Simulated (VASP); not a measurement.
Energy against volume of Pt3Ti (L1_2). Computed with rev-vdW-DF2, VASP's PBE PAW potentials (set 64) (plane waves; VASP). Numerical set-up: 520 eV cut-off, 8×8×8 Γ-centred mesh, first-order Methfessel-Paxton smearing of 0.10 eV, potentials Ti_sv Pt.

| V (Å³/atom) | E (eV/atom) |
|---|---|
| 14.242 | -5.17538 |
| 14.697 | -5.21209 |
| 15.151 | -5.22347 |
| 15.606 | -5.21370 |

Q: Fit these four points and predict the energy of the run at 16.060 Å³/atom.

A: A cubic in V^(−2/3), the third-order Birch-Murnaghan form, passes through the four points with V0 = 15.16 Å³/atom and B0 = 248 GPa, and gives -5.1862 eV/atom there. The run gave -5.1863 eV/atom, -0.1 meV/atom from the fit; all five points give B0 = 247 GPa.

The compound is Pt3Ti in the L1_2 structure. It was relaxed first.
